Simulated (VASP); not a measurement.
Here is the system:

```
CELL_PARAMETERS angstrom
      2.79526     0.00000     0.00000
      0.00000     2.79526     0.00000
      0.00000     0.00000     2.79526
ATOMIC_POSITIONS crystal
  Al 0.50000 0.50000 0.50000
  Co 0.00000 0.00000 0.00000
```

The numbers are results of LDA (Ceperley-Alder, Perdew-Zunger), VASP's LDA PAW potentials (set 64) (plane waves; VASP), not measurements. Numerical set-up: 520 eV cut-off, 13×13×13 Γ-centred mesh, first-order Methfessel-Paxton smearing of 0.10 eV, potentials Al Co.

Predict the energy per atom (σ→0), band gap (on the k-mesh) with the smallest direct gap where there is one.

```yaml
band gap (on the k-mesh): none (metal, semimetal or under 0.01 eV)
energy per atom (σ→0): -6.855 eV/atom
```

Total energies compare only between runs with the same potentials, cut-off and functional.

The compound is CoAl in the CsCl type structure. It was relaxed first, which changed the volume by -7 %. The run is not spin-polarised, so no magnetic state was tried.
